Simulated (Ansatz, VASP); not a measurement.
# Cross-check of H39C35N11 (amorphous polyacrylonitrile at 300 K) between VASP and Ansatz

One calculation is typed for both programs; each brings its own data sets. How far apart do they land? Of the first pair: The structure shown is the start of the Ansatz relaxation below; VASP solves that cell, so the two are compared at the walk's first step.

Program: Ansatz 0.2.0. Level of theory: plane waves, with VASP 6.6.1 beside it; single point at PBE with D3(BJ). Results are calculated unless marked as measured.

**1. The structure**

The cell holds 170 atoms: 70 C, 22 N and 78 H. Cell: a = 12.033 Å, b = 12.033 Å, c = 12.033 Å, α = 90.0°, β = 90.0°, γ = 90.0°. As first built, before any earlier steps moved the atoms (in the runner's words): 2 polyacrylonitrile chains of 11 units placed at random, at 1.17 g/cm^3; overlaps pushed apart, then 20 ps at 800 K with MMFF94 bonds, angles, torsions, charges and radii (Halgren, J. Comput. Chem. 17, 490 (1996)) in harmonic and 12-6 forms; charges of ions scaled by 0.8. Snapshot after 30 ps at 300 K and fixed volume. The cell carries charge −1.

**2. Ansatz: relaxation, PBE with D3(BJ)**

Ansatz runs on its default PAW (the set named soft_2) files.

The two programs are compared at the cell with which this relaxation starts, whose forces are those of its first step.

input.yaml reads:

```yaml
crystal:
  lattice:
    - [12.03282, 0.0, 0.0]
    - [0.0, 12.03282, 0.0]
    - [0.0, 0.0, 12.03282]
  atoms:
    - { symbol: C, position: [0.83049, 0.80501, 0.23901] }
    - { symbol: C, position: [0.86609, 0.92669, 0.23898] }
    - { symbol: C, position: [0.93966, 0.95951, 0.33885] }
    - { symbol: C, position: [0.89026, 0.92418, 0.44422] }
    - { symbol: "N", position: [0.85127, 0.89902, 0.52902] }
    - { symbol: C, position: [0.96669, 0.08473, 0.35022] }
    - { symbol: C, position: [0.01867, 0.13972, 0.24671] }
    - { symbol: C, position: [0.93676, 0.15734, 0.15904] }
    - { symbol: "N", position: [0.87074, 0.17722, 0.09142] }
    - { symbol: C, position: [0.0721, 0.25522, 0.26929] }
    - { symbol: C, position: [0.15066, 0.25732, 0.37131] }
    - { symbol: C, position: [0.08461, 0.27553, 0.47102] }
    - { symbol: "N", position: [0.02671, 0.29752, 0.5452] }
    - { symbol: C, position: [0.24452, 0.34552, 0.36284] }
    - { symbol: C, position: [0.22089, 0.46064, 0.41491] }
    - { symbol: C, position: [0.24232, 0.46278, 0.53453] }
    - { symbol: "N", position: [0.26881, 0.47405, 0.62675] }
    - { symbol: C, position: [0.29679, 0.5486, 0.36132] }
    - { symbol: C, position: [0.28708, 0.66684, 0.40849] }
    - { symbol: C, position: [0.17362, 0.70651, 0.39266] }
    - { symbol: "N", position: [0.08042, 0.72883, 0.38137] }
    - { symbol: C, position: [0.37813, 0.74132, 0.3581] }
    - { symbol: C, position: [0.37932, 0.86228, 0.40078] }
    - { symbol: C, position: [0.29489, 0.92874, 0.34463] }
    - { symbol: "N", position: [0.22954, 0.98035, 0.29594] }
    - { symbol: C, position: [0.49524, 0.91727, 0.39734] }
    - { symbol: C, position: [0.5394, 0.96378, 0.28624] }
    - { symbol: C, position: [0.5364, 0.88255, 0.19615] }
    - { symbol: "N", position: [0.53117, 0.81867, 0.12384] }
    - { symbol: C, position: [0.48321, 0.07379, 0.2499] }
    - { symbol: C, position: [0.5621, 0.15598, 0.19098] }
    - { symbol: C, position: [0.65233, 0.18509, 0.26663] }
    - { symbol: "N", position: [0.7217, 0.20568, 0.33035] }
    - { symbol: C, position: [0.49504, 0.25882, 0.15539] }
    - { symbol: C, position: [0.5625, 0.35255, 0.09919] }
    - { symbol: C, position: [0.59473, 0.31755, 0.98797] }
    - { symbol: "N", position: [0.61576, 0.2834, 0.90019] }
    - { symbol: C, position: [0.50358, 0.46668, 0.10208] }
    - { symbol: C, position: [0.39586, 0.48624, 0.0338] }
    - { symbol: C, position: [0.31504, 0.39635, 0.04431] }
    - { symbol: "N", position: [0.25196, 0.32345, 0.04989] }
    - { symbol: C, position: [0.34801, 0.60084, 0.06964] }
    - { symbol: C, position: [0.22334, 0.62622, 0.05372] }
    - { symbol: C, position: [0.14886, 0.55747, 0.1213] }
    - { symbol: "N", position: [0.08673, 0.51174, 0.17937] }
    - { symbol: C, position: [0.19859, 0.74816, 0.08461] }
    - { symbol: H, position: [0.78451, 0.78433, 0.16315] }
    - { symbol: H, position: [0.77672, 0.78579, 0.31031] }
    - { symbol: H, position: [0.90273, 0.74957, 0.24358] }
    - { symbol: H, position: [0.91422, 0.94375, 0.16332] }
    - { symbol: H, position: [0.79343, 0.98218, 0.23625] }
    - { symbol: H, position: [0.01831, 0.9132, 0.33189] }
    - { symbol: H, position: [0.89216, 0.13083, 0.37512] }
    - { symbol: H, position: [0.02703, 0.09119, 0.41813] }
    - { symbol: H, position: [0.08362, 0.08432, 0.21363] }
    - { symbol: H, position: [0.12038, 0.27812, 0.19552] }
    - { symbol: H, position: [0.00723, 0.31865, 0.27799] }
    - { symbol: H, position: [0.19152, 0.17583, 0.3795] }
    - { symbol: H, position: [0.32019, 0.31184, 0.40046] }
    - { symbol: H, position: [0.26114, 0.35848, 0.27423] }
    - { symbol: H, position: [0.13358, 0.48417, 0.40022] }
    - { symbol: H, position: [0.38329, 0.52174, 0.36963] }
    - { symbol: H, position: [0.27537, 0.54948, 0.27317] }
    - { symbol: H, position: [0.30197, 0.66334, 0.49881] }
    - { symbol: H, position: [0.45746, 0.70302, 0.38165] }
    - { symbol: H, position: [0.37344, 0.7403, 0.26729] }
    - { symbol: H, position: [0.35526, 0.8617, 0.48889] }
    - { symbol: H, position: [0.5545, 0.85594, 0.42982] }
    - { symbol: H, position: [0.49659, 0.98674, 0.45615] }
    - { symbol: H, position: [0.62793, 0.98129, 0.30243] }
    - { symbol: H, position: [0.41236, 0.05759, 0.19503] }
    - { symbol: H, position: [0.45008, 0.11462, 0.32455] }
    - { symbol: H, position: [0.60011, 0.1166, 0.11737] }
    - { symbol: H, position: [0.4288, 0.22954, 0.10044] }
    - { symbol: H, position: [0.45644, 0.2944, 0.22976] }
    - { symbol: H, position: [0.63993, 0.36612, 0.1466] }
    - { symbol: H, position: [0.48545, 0.48142, 0.19019] }
    - { symbol: H, position: [0.56344, 0.53079, 0.07698] }
    - { symbol: H, position: [0.41657, 0.48892, 0.94449] }
    - { symbol: H, position: [0.39511, 0.66518, 0.02544] }
    - { symbol: H, position: [0.36919, 0.61303, 0.15721] }
    - { symbol: H, position: [0.20041, 0.60951, 0.96678] }
    - { symbol: H, position: [0.21223, 0.76237, 0.17344] }
    - { symbol: H, position: [0.25242, 0.80532, 0.03873] }
    - { symbol: H, position: [0.11188, 0.77, 0.0672] }
    - { symbol: C, position: [0.59602, 0.25561, 0.62544] }
    - { symbol: C, position: [0.59658, 0.38055, 0.64342] }
    - { symbol: C, position: [0.64425, 0.44433, 0.54256] }
    - { symbol: C, position: [0.57213, 0.42632, 0.44757] }
    - { symbol: "N", position: [0.51326, 0.40589, 0.37391] }
    - { symbol: C, position: [0.7637, 0.40713, 0.51511] }
    - { symbol: C, position: [0.83276, 0.49072, 0.44722] }
    - { symbol: C, position: [0.78873, 0.50374, 0.33457] }
    - { symbol: "N", position: [0.75039, 0.51439, 0.24657] }
    - { symbol: C, position: [0.84534, 0.60565, 0.50289] }
    - { symbol: C, position: [0.88023, 0.59642, 0.62675] }
    - { symbol: C, position: [0.78737, 0.62099, 0.70124] }
    - { symbol: "N", position: [0.71521, 0.64421, 0.76115] }
    - { symbol: C, position: [0.97786, 0.67403, 0.65359] }
    - { symbol: C, position: [0.01551, 0.66822, 0.77507] }
    - { symbol: C, position: [0.06599, 0.5622, 0.80625] }
    - { symbol: "N", position: [0.11428, 0.48433, 0.83668] }
    - { symbol: C, position: [0.09797, 0.76106, 0.80315] }
    - { symbol: C, position: [0.20588, 0.76066, 0.73244] }
    - { symbol: C, position: [0.19408, 0.84262, 0.64422] }
    - { symbol: "N", position: [0.18155, 0.91211, 0.57826] }
    - { symbol: C, position: [0.3058, 0.7864, 0.80781] }
    - { symbol: C, position: [0.41613, 0.81905, 0.75287] }
    - { symbol: C, position: [0.45439, 0.73775, 0.67121] }
    - { symbol: "N", position: [0.48265, 0.67528, 0.60323] }
    - { symbol: C, position: [0.50103, 0.84094, 0.84583] }
    - { symbol: C, position: [0.61255, 0.89616, 0.81294] }
    - { symbol: C, position: [0.60169, 0.95489, 0.70767] }
    - { symbol: "N", position: [0.58715, 0.0002, 0.62373] }
    - { symbol: C, position: [0.64783, 0.97389, 0.90853] }
    - { symbol: C, position: [0.76807, 0.01652, 0.90722] }
    - { symbol: C, position: [0.8444, 0.92343, 0.92181] }
    - { symbol: "N", position: [0.90188, 0.84742, 0.93741] }
    - { symbol: C, position: [0.79549, 0.09117, 0.80716] }
    - { symbol: C, position: [0.91061, 0.14871, 0.81861] }
    - { symbol: C, position: [0.8973, 0.26716, 0.79567] }
    - { symbol: "N", position: [0.88062, 0.36032, 0.777] }
    - { symbol: C, position: [0.99708, 0.09243, 0.7426] }
    - { symbol: C, position: [0.11961, 0.10342, 0.77799] }
    - { symbol: C, position: [0.13795, 0.04818, 0.88471] }
    - { symbol: "N", position: [0.15233, 0.00473, 0.96987] }
    - { symbol: C, position: [0.16554, 0.22317, 0.77959] }
    - { symbol: C, position: [0.29135, 0.22828, 0.75493] }
    - { symbol: C, position: [0.31301, 0.19191, 0.6408] }
    - { symbol: "N", position: [0.32877, 0.15946, 0.55116] }
    - { symbol: C, position: [0.36318, 0.16065, 0.83627] }
    - { symbol: H, position: [0.56197, 0.21323, 0.6981] }
    - { symbol: H, position: [0.68006, 0.22275, 0.61248] }
    - { symbol: H, position: [0.54554, 0.23152, 0.5535] }
    - { symbol: H, position: [0.51223, 0.41169, 0.65986] }
    - { symbol: H, position: [0.64797, 0.40246, 0.71555] }
    - { symbol: H, position: [0.64079, 0.53366, 0.56191] }
    - { symbol: H, position: [0.80695, 0.39205, 0.5939] }
    - { symbol: H, position: [0.76234, 0.3276, 0.47099] }
    - { symbol: H, position: [0.91619, 0.45382, 0.4388] }
    - { symbol: H, position: [0.90847, 0.6535, 0.45783] }
    - { symbol: H, position: [0.76793, 0.65324, 0.49574] }
    - { symbol: H, position: [0.90622, 0.51085, 0.64668] }
    - { symbol: H, position: [0.0463, 0.65173, 0.59756] }
    - { symbol: H, position: [0.95411, 0.76007, 0.63447] }
    - { symbol: H, position: [0.9431, 0.68086, 0.82978] }
    - { symbol: H, position: [0.05479, 0.84054, 0.79413] }
    - { symbol: H, position: [0.12016, 0.75612, 0.89103] }
    - { symbol: H, position: [0.21872, 0.67838, 0.69395] }
    - { symbol: H, position: [0.28291, 0.85528, 0.86317] }
    - { symbol: H, position: [0.31883, 0.71275, 0.85993] }
    - { symbol: H, position: [0.40338, 0.8969, 0.70594] }
    - { symbol: H, position: [0.45885, 0.89525, 0.90592] }
    - { symbol: H, position: [0.52042, 0.76343, 0.88966] }
    - { symbol: H, position: [0.67492, 0.83009, 0.8007] }
    - { symbol: H, position: [0.63427, 0.92761, 0.98592] }
    - { symbol: H, position: [0.59248, 0.04661, 0.90965] }
    - { symbol: H, position: [0.77907, 0.06874, 0.98191] }
    - { symbol: H, position: [0.7296, 0.15384, 0.80375] }
    - { symbol: H, position: [0.79332, 0.04447, 0.72887] }
    - { symbol: H, position: [0.93757, 0.14289, 0.90601] }
    - { symbol: H, position: [0.98925, 0.12479, 0.65775] }
    - { symbol: H, position: [0.97637, 0.00366, 0.73865] }
    - { symbol: H, position: [0.16661, 0.05562, 0.71541] }
    - { symbol: H, position: [0.15092, 0.26341, 0.85999] }
    - { symbol: H, position: [0.12105, 0.27216, 0.71707] }
    - { symbol: H, position: [0.31511, 0.31659, 0.75877] }
    - { symbol: H, position: [0.33922, 0.18163, 0.92157] }
    - { symbol: H, position: [0.45141, 0.17946, 0.82489] }
    - { symbol: H, position: [0.35098, 0.07106, 0.82447] }
total_charge: -1
kpoints:
  mp_grid: { grid: [1, 1, 1] }
hamiltonian:
  xc: pbe
  dispersion: d3bj
scf:
  occupations: { method: fermi_dirac, width: 0.01 }
  lower_state_search: "off"
output:
  forces: true
magnetization:
  spin_polarized: true
  initial_magnetization: 1
relax:
  f_tol: 0.05
  max_steps: 90
```

Command:

```bash
$ ansatz run input.yaml --threads 4 --pin off --max-ram 8192MiB --backend cpu --events-out ev --progress --plain --runs-dir out
```

Numbers of over 12 decimals in the logs are rounded to 6 here.

Output:

```text
Engine: ansatz 0.2.0, x86_64-unknown-linux-gnu
Pseudopotentials: kind: paw
Pseudopotential: C, paw, valence charge 4, recommended cutoff 420 eV (normal), C.paw.azcp
Pseudopotential: N, paw, valence charge 5, recommended cutoff 420 eV (normal), N.paw.azcp
Pseudopotential: H, paw, valence charge 1, recommended cutoff 420 eV (normal), H.paw.azcp
Functional definition: PBE
  parameter kappa = 0.804
  parameter beta = 0.066725
  exchange = pbe_x(kappa = kappa, mu = beta*pi^2/3)
  correlation = pbe_c(beta = beta)
Crystal: 170 atoms, lattice volume = 1742.217 Å³
Basis set: ecut = 420 eV, 34049 PW (Γ), exchange–correlation on 162×162×162 points (8 copies of the dense FFT grid, shifted against one another)
Bands: 405, of which v1, the nominal top of the filled ones, is band 235 counted from 1 (234 counted from 0)
Symmetry: 1 space group operations
Space group: P1 (ITA 1), of the structure as read, at distance tolerance 1.2e-4 Å
Magnetic group: BNS 1.1 (UNI 1), of the structure as read, at distance tolerance 1.2e-4 Å
k-points: 1
Non-local potential: C, projectors of the file, l = 0: 2, l = 1: 2, l = 2: 1
Non-local potential: N, projectors of the file, l = 0: 2, l = 1: 2, l = 2: 1
Non-local potential: H, projectors of the file, l = 0: 2, l = 1: 1
PAW form: soft (Blöchl's): semilocal exchange-correlation on the pseudo side does not see the compensation charge
PAW one-centre angular grid: C, 110 points (default); XC on 64 Gauss nodes
PAW one-centre angular grid: N, 110 points (default); XC on 64 Gauss nodes
PAW one-centre angular grid: H, 110 points (default); XC on 64 Gauss nodes
Initial density: superposition of atomic densities (chi_scale 0.1, normalization cell, long waves kept (reshape's long-wave potential 0.58 eV rms))
Starting moments: Σ|m| = 1 μB on 170 of 170 sites
Initial wavefunctions: pseudopotential atomic-orbital guess
Functional: x = pbe(κ = 0.804, μ = 0.219515), c = pbe(β = 0.066725)
SCF iter   1: F=—  HF=-27340.092924 eV  |F-HF|=—  |Δ(HF+E_count)|=         —  Δρ=5.94e-2 (↑5.91e-2 ↓5.94e-2)  dr2=2.51e2  dr2_m=6.51e-2  M=1.000 μB ∫|m|=1.021 μB  β_m=1.00  ethr=3.10e-3  ⟨swp⟩=6.0  Hψ=3334  notcnv=0  defer=236
preconditioner: auto → Resta (q_TF=auto, 2.192 Å⁻¹)  ε∞=2.6  [insulator: Δε(μ)=0.098 eV  Ē_g=13.674 eV  σ=0.010 eV  W_gap=0.98  n_scr=304 (ndim 8)  ℏωp=17.1 eV  f_vac=0.088  D(μ)=1.50/eV (n_scr^D=0)  ε∞_Penn≈2.6]
spin=Collinear: Resta preconditioning applied to the charge; magnetization (m = ρ↑ − ρ↓) channel mixes plain (no charge-response kernel on spin).
SCF iter   2: F=—  HF=-27286.164246 eV  |F-HF|=—  |Δ(HF+E_count)|=         —  Δρ=3.85e-2 (↑3.85e-2 ↓3.85e-2)  dr2=9.86e1  dr2_m=4.71e-2  M=0.792 μB ∫|m|=0.869 μB  β_m=0.30  ethr=3.10e-3  ⟨swp⟩=2.0  Hψ=1411  notcnv=0  defer=309
Mixer restart at iter 2: flushing history
SCF iter   3: F=—  HF=-27265.742221 eV  |F-HF|=—  |Δ(HF+E_count)|=    2.04e1  Δρ=2.58e-2 (↑2.58e-2 ↓2.58e-2)  dr2=4.13e1  dr2_m=2.65e-2  M=0.816 μB ∫|m|=0.919 μB  β_m=0.30  ethr=3.10e-3  ⟨swp⟩=3.0  Hψ=1232  notcnv=0  defer=303
SCF iter   4: F=—  HF=-27251.923826 eV  |F-HF|=—  |Δ(HF+E_count)|=    1.38e1  Δρ=7.10e-3 (↑7.03e-3 ↓7.10e-3)  dr2=2.34e0  dr2_m=5.80e-3  M=0.926 μB ∫|m|=0.984 μB  β_m=0.30  ethr=3.10e-3  ⟨swp⟩=4.0  Hψ=1067  notcnv=0  defer=303
SCF iter   5: F=—  HF=-27251.674334 eV  |F-HF|=—  |Δ(HF+E_count)|=   2.49e-1  Δρ=3.38e-3 (↑3.38e-3 ↓2.94e-3)  dr2=5.53e-1  dr2_m=1.69e-2  M=0.902 μB ∫|m|=0.971 μB  β_m=0.30  ethr=4.98e-4  ⟨swp⟩=6.0  Hψ=977  notcnv=0  defer=303
SCF iter   6: F=—  HF=-27251.718594 eV  |F-HF|=—  |Δ(HF+E_count)|=   4.43e-2  Δρ=1.73e-3 (↑1.73e-3 ↓1.34e-3)  dr2=1.62e-1  dr2_m=8.15e-3  M=0.951 μB ∫|m|=1.015 μB  β_m=0.30  ethr=1.18e-4  ⟨swp⟩=3.5  Hψ=867  notcnv=0  defer=310
SCF iter   7: F=—  HF=-27251.759007 eV  |F-HF|=—  |Δ(HF+E_count)|=   4.04e-2  Δρ=8.12e-4 (↑8.12e-4 ↓7.66e-4)  dr2=3.00e-2  dr2_m=2.45e-3  M=0.969 μB ∫|m|=1.025 μB  β_m=0.30  ethr=3.46e-5  ⟨swp⟩=8.0  Hψ=800  notcnv=0  defer=310
SCF iter   8: F=—  HF=-27251.790336 eV  |F-HF|=—  |Δ(HF+E_count)|=   3.13e-2  Δρ=7.00e-4 (↑7.00e-4 ↓4.82e-4)  dr2=5.09e-2  dr2_m=1.06e-3  M=0.967 μB ∫|m|=1.020 μB  β_m=0.30  ethr=6.41e-6  ⟨swp⟩=5.5  Hψ=1377  notcnv=0  defer=310
SCF iter   9: F=—  HF=-27251.788456 eV  |F-HF|=—  |Δ(HF+E_count)|=   1.88e-3  Δρ=4.13e-4 (↑4.13e-4 ↓3.86e-4)  dr2=6.07e-3  dr2_m=1.15e-3  M=0.971 μB ∫|m|=1.029 μB  β_m=0.30  ethr=6.41e-6  ⟨swp⟩=4.0  Hψ=707  notcnv=0  defer=309
SCF iter  10: F=—  HF=-27251.791518 eV  |F-HF|=—  |Δ(HF+E_count)|=   3.06e-3  Δρ=2.38e-4 (↑1.87e-4 ↓2.38e-4)  dr2=1.61e-3  dr2_m=4.83e-4  M=0.974 μB ∫|m|=1.033 μB  β_m=0.30  ethr=1.30e-6  ⟨swp⟩=3.5  Hψ=1059  notcnv=0  defer=309
Mixer restart at iter 10: flushing history
spin-set hold released at iteration 10 (site moments contracting): the magnetisation degrees of freedom join the quasi-Newton model from the next iteration; the mixer history was flushed
[...]
- { symbol: H, position: [0.299134, 0.663362, 0.499375] }
    - { symbol: H, position: [0.453893, 0.706321, 0.389312] }
    - { symbol: H, position: [0.373777, 0.741572, 0.269870] }
    - { symbol: H, position: [0.344004, 0.858304, 0.492325] }
    - { symbol: H, position: [0.542843, 0.859679, 0.446279] }
    - { symbol: H, position: [0.480812, 0.989001, 0.469619] }
    - { symbol: H, position: [0.623953, 0.987392, 0.325909] }
    - { symbol: H, position: [0.409073, 0.065473, 0.215507] }
    - { symbol: H, position: [0.455565, 0.125406, 0.340906] }
    - { symbol: H, position: [0.596742, 0.112512, 0.127739] }
    - { symbol: H, position: [0.430004, 0.229028, 0.105135] }
    - { symbol: H, position: [0.458011, 0.298925, 0.231683] }
    - { symbol: H, position: [0.643290, 0.363363, 0.146406] }
    - { symbol: H, position: [0.493027, 0.484115, 0.186918] }
    - { symbol: H, position: [0.571472, 0.527457, 0.071456] }
    - { symbol: H, position: [0.423210, 0.491983, 0.941202] }
    - { symbol: H, position: [0.403862, 0.665210, 0.019265] }
    - { symbol: H, position: [0.378441, 0.616379, 0.153794] }
    - { symbol: H, position: [0.210858, 0.613568, 0.962473] }
    - { symbol: H, position: [0.221895, 0.765017, 0.170202] }
    - { symbol: H, position: [0.262835, 0.807566, 0.035385] }
    - { symbol: H, position: [0.121833, 0.773705, 0.063808] }
    - { symbol: C, position: [0.592701, 0.256823, 0.629064] }
    - { symbol: C, position: [0.590594, 0.381673, 0.647998] }
    - { symbol: C, position: [0.638237, 0.447047, 0.548144] }
    - { symbol: C, position: [0.568048, 0.427446, 0.452109] }
    - { symbol: N, position: [0.512864, 0.404942, 0.376230] }
    - { symbol: C, position: [0.757964, 0.410046, 0.521565] }
    - { symbol: C, position: [0.827638, 0.491921, 0.452379] }
    - { symbol: C, position: [0.784658, 0.504407, 0.339328] }
    - { symbol: N, position: [0.748768, 0.514097, 0.250204] }
    - { symbol: C, position: [0.842484, 0.606586, 0.507610] }
    - { symbol: C, position: [0.882943, 0.595189, 0.629366] }
    - { symbol: C, position: [0.793434, 0.613290, 0.709463] }
    - { symbol: N, position: [0.725756, 0.632138, 0.775770] }
    - { symbol: C, position: [0.978356, 0.675965, 0.654520] }
    - { symbol: C, position: [0.016368, 0.672437, 0.775849] }
    - { symbol: C, position: [0.063872, 0.565945, 0.809789] }
    - { symbol: N, position: [0.105918, 0.485672, 0.842983] }
    - { symbol: C, position: [0.098882, 0.765617, 0.801777] }
    - { symbol: C, position: [0.204812, 0.767595, 0.728547] }
    - { symbol: C, position: [0.187705, 0.848744, 0.640350] }
    - { symbol: N, position: [0.163599, 0.914370, 0.573215] }
    - { symbol: C, position: [0.304730, 0.795308, 0.802521] }
    - { symbol: C, position: [0.417117, 0.811230, 0.746463] }
    - { symbol: C, position: [0.453073, 0.706857, 0.686165] }
    - { symbol: N, position: [0.479999, 0.678341, 0.594148] }
    - { symbol: C, position: [0.497146, 0.844591, 0.839371] }
    - { symbol: C, position: [0.611968, 0.891987, 0.807046] }
    - { symbol: C, position: [0.608597, 0.950657, 0.701256] }
    - { symbol: N, position: [0.607588, -0.00130175, 0.617527] }
    - { symbol: C, position: [0.648316, 0.969303, 0.902667] }
    - { symbol: C, position: [0.768580, 0.012004, 0.903571] }
[...]
- { symbol: N, position: [0.903567, 0.845854, 0.942700] }
[...]
- { symbol: C, position: [0.898510, 0.262444, 0.792999] }
    - { symbol: N, position: [0.881843, 0.355337, 0.773158] }
    - { symbol: C, position: [1.001385, 0.088305, 0.744528] }
    - { symbol: C, position: [0.122409, 0.102212, 0.783436] }
    - { symbol: C, position: [0.135727, 0.055541, 0.894890] }
    - { symbol: N, position: [0.143788, 0.019718, 0.984295] }
    - { symbol: C, position: [0.167484, 0.222288, 0.777768] }
    - { symbol: C, position: [0.293194, 0.226308, 0.752561667727] }
    - { symbol: C, position: [0.313720, 0.189588, 0.638362] }
    - { symbol: N, position: [0.328782, 0.159009, 0.547953] }
    - { symbol: C, position: [0.363976, 0.158436, 0.834519] }
    - { symbol: H, position: [0.558161, 0.212690, 0.700428] }
    - { symbol: H, position: [0.677454, 0.225483, 0.617560] }
[...]
- { symbol: H, position: [0.982169, -0.000800623, 0.741848] }
    - { symbol: H, position: [0.171860, 0.050104, 0.726528] }
    - { symbol: H, position: [0.153014, 0.267117, 0.855703] }
    - { symbol: H, position: [0.122599, 0.267579, 0.712792] }
    - { symbol: H, position: [0.317646, 0.314455, 0.755668] }
    - { symbol: H, position: [0.339844, 0.180384, 0.919526] }
    - { symbol: H, position: [0.452433, 0.176377, 0.823739] }
    - { symbol: H, position: [0.351509, 0.068849, 0.822674] }
```

(Part 1 of 3 ends here.)

[Lines on the potential files, build, host, timing and source positions are cut from VASP's logs without a mark.]

[Logs are printed without paths, hosts, clocks, repeated set-up lines and the standing remarks that a program may print on its own settings, such as how far it seeks lower states.]

[Hosts, paths, dates, database ids (printed as entryN), source tags and the programs' standing remarks are cut or masked in the printed files.]

[The MMFF94 radii named for the starting cell were scaled by 0.96; in molecules described by MMFF94, hydrogen bound to N, O or S took a small fixed 12-6 site in their place.]
